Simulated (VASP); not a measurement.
An input for Ansatz (written as the equivalent of a VASP run, and not itself run):

Ansatz 0.2 input:
```yaml
crystal:
  lattice:
    - [3.7994120, 0.0000000, 0.0000000]
    - [0.0000000, 3.7994120, 0.0000000]
    - [0.0000000, 0.0000000, 3.7994120]
  atoms:
    - { symbol: Nb, position: [0.0000000, 0.0000000, 0.0000000] }
    - { symbol: Rh, position: [0.0000000, 0.5000000, 0.5000000] }
    - { symbol: Rh, position: [0.5000000, 0.0000000, 0.5000000] }
    - { symbol: Rh, position: [0.5000000, 0.5000000, 0.0000000] }
kpoints:
  mp_grid: { grid: [4, 4, 4] }
hamiltonian:
  xc: pbesol
  pseudopotentials: { kind: paw }
scf:
  occupations: { method: gaussian, width: 0.1 }
  max_iter: 100
output: { forces: true, stress: true, eigenvalues: true }
```

**Question.** Translate this input to VASP (INCAR, KPOINTS, POSCAR, choice of POTCAR).

**Answer.** Several could match; the one computed here: 
**POSCAR**
```
NbRh3
1
    3.7994120000     0.0000000000     0.0000000000
    0.0000000000     3.7994120000     0.0000000000
    0.0000000000     0.0000000000     3.7994120000
Nb Rh
1 3
Direct
  0.0000000000   0.0000000000   0.0000000000
  0.0000000000   0.5000000000   0.5000000000
  0.5000000000   0.0000000000   0.5000000000
  0.5000000000   0.5000000000   0.0000000000
```

INCAR:
```
SYSTEM=NbRh3
PREC=Accurate; ENCUT=300; LREAL=.False.
LASPH=.True.
EDIFF=1E-6; NELM=100; ALGO=Normal
LMAXMIX=4
ISMEAR=0; SIGMA=0.1
GGA=PS
ISIF=2
LWAVE=.False.; LCHARG=.False.
```

### KPOINTS
```
Automatic mesh
0
Gamma
4 4 4
0 0 0
```

POTCAR, in this order: Nb_sv Rh_pv (PBE.64 set). Program: vasp_std.

What does not carry over: each code has its own PAW files, so the cut-off isn't converted (ENCUT is set for VASP's; basis.ecutwfc is left out, and Ansatz then takes the one that its files recommend); Ansatz stops its SCF on the density residual and VASP on the energy change (EDIFF).

The structure comes from a computed database's NbRh3 entry (Pm-3m); how it stands against other phases isn't given here. The cell was not relaxed at this level. The k-mesh is coarse (spacing up to 0.41 per Å, 2π included), so the numbers may not be converged in it. The run is one of a series of settings (KPOINTS 4×4×4 Γ-centred mesh against the base run), some of them coarse on purpose.
